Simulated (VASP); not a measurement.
Here is the system:

```yaml
crystal:
  lattice:
    - [3.58243, 0.00000, 0.00000]
    - [-1.79121, 3.10247, 0.00000]
    - [0.00000, 0.00000, 5.73444]
  atoms:
    - { symbol: Tb, position: [0.00000, 0.00000, 0.00000] }
    - { symbol: Nd, position: [0.33333, 0.66667, 0.50000] }
```

Method: PBEsol GGA with spin-orbit coupling, VASP's PBE PAW potentials (set 64) (plane waves; VASP). Settings: 400 eV cut-off, 11×11×6 Γ-centred mesh, Gaussian smearing of 0.050 eV, potentials Tb_3 Nd_3.

The 4f electrons are frozen in the core of the lanthanide potential, so 4f levels, which can set the real gap, and their magnetism are missing.

Q: Predict the energy per atom (σ→0), band gap (over mesh and band path) with the smallest direct gap where there is one.

A: 
```json
{
  "band gap (over mesh and band path)": "none (metal, semimetal or under 0.01 eV)",
  "energy per atom (σ→0)": "-514.4 kJ/mol-atom"
}
```

Only differences to runs with the same potentials and settings are physical.

The structure comes from a computed database's TbNd entry (P-6m2); how it stands against other phases isn't given here. It was relaxed first, which changed the volume by -7 %.
